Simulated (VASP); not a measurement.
Consider the following.

```
AuCu
1.0
    2.89012     0.00000     0.00000
    0.00000     2.89012     0.00000
    0.00000     0.00000     3.59504
Cu Au
1 1
Cartesian
  0.00000   0.00000   0.00000
  1.44506   1.44506   1.79752
```

Method: optB88-vdW, VASP's PBE PAW potentials (set 64) (plane waves; VASP). Settings: 520 eV cut-off, 14×14×11 Γ-centred mesh, tetrahedra with Blöchl corrections, potentials Cu Au.

Unless said otherwise, spin-orbit coupling is left out, though it shifts the bands of the heavy elements here.

Problem. What does the run give for the energy per atom (σ→0), band gap (on the k-mesh) with the smallest direct gap where there is one?

Solution. 
```json
{
 "band gap (on the k-mesh)": "none (metal, semimetal or under 0.01 eV)",
 "energy per atom (σ→0)": "-0.720 eV/atom"
}
```

The absolute energy has meaning only against runs of the same code, potentials and settings.

The compound is CuAu in the L1_0 structure. It was relaxed first.
